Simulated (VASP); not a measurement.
Given:

```
AuCu
1.0
    2.85847     0.00000     0.00000
    0.00000     2.85847     0.00000
    0.00000     0.00000     3.75635
Cu Au
1 1
Direct
  0.00000   0.00000   0.00000
  0.50000   0.50000   0.50000
```

Method: revPBE GGA, VASP's PBE PAW potentials (set 64) (plane waves; VASP). Run with 520 eV cut-off, Gaussian smearing of 0.050 eV, potentials Cu Au.

Question: Give the energies of bands 1 to 14 at the high-symmetry points, in eV from the Fermi level.

Answer: 
```tsv
band	Γ	X	M	Z	R	A
1	-9.34	-6.39	-6.75	-7.57	-6.61	-6.28
2	-6.29	-5.32	-5.55	-6.06	-6.32	-5.48
3	-6.13	-5.13	-5.55	-5.60	-4.33	-5.48
4	-3.94	-4.25	-5.33	-3.65	-3.96	-3.31
5	-3.94	-3.99	-1.77	-3.65	-3.94	-3.18
6	-2.97	-3.26	-1.77	-3.65	-2.58	-3.01
7	-2.71	-2.88	-1.67	-3.04	-1.89	-3.01
8	-2.10	-2.81	-1.61	-2.77	-1.69	-2.06
9	-1.69	-2.30	-1.41	-2.25	-1.60	-1.77
10	-1.49	-2.11	-1.41	-2.23	-1.58	-1.61
11	-1.49	-0.87	0.75	-2.23	-0.90	5.17
12	2.08	-0.31	0.75	-1.92	-0.89	5.30
13	7.47	9.11	4.74	14.07	2.36	5.30
14	9.80	9.12	6.43	14.14	4.04	5.69
```

It has no gap at this level: it comes out as a metal or semimetal.

The compound is CuAu in the L1_0 structure. It was relaxed first, which changed the volume by +7 %.
